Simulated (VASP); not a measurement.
CuW:

```
CELL_PARAMETERS angstrom
2.96711 0.00000 0.00000
0.00000 2.96711 0.00000
0.00000 0.00000 2.96711
ATOMIC_POSITIONS crystal
W 0.00000 0.00000 0.00000
Cu 0.50000 0.50000 0.50000
```

The cell was built by a generator and needn't be a form met in nature.

```yaml
Program: VASP 6.6.1
Task: relaxation of cell and atoms
Functional: PBE
Potentials_or_basis: VASP PAW PBE potentials, release 64 (W_sv, Cu)
Cutoff: 600 eV
k_mesh: 6 × 6 × 6
Occupations: fermi-dirac, width 0.1 eV
Spin: no spin polarisation
```

At the start: pressure 19.6 GPa; volume 13.06 Å³/atom.

Question: How do energy, volume and symmetry change on relaxing?

Answer: Over 4 steps the energy falls by 56.1 meV/atom and the volume is 14.04 Å³/atom (+7.5 %); space group Pm-3m (No. 221, to 0.05 Å).

Step by step:
```tsv
step	energy change (eV)	largest force (eV/Å)	pressure (GPa)	volume (Å³)
1	0.0000	0.0000	19.64	26.12
2	0.2922	0.0000	-24.51	32.66
3	-0.1118	0.0000	-0.85	28.18
4	-0.1121	0.0000	0.02	28.09
```

Final structure:
```
W Cu
1.0
     3.03971    0.00000    0.00000
     0.00000    3.03971    0.00000
     0.00000    0.00000    3.03971
W Cu
1 1
Direct
  0.00000 0.00000 0.00000
  0.50000 0.50000 0.50000
```
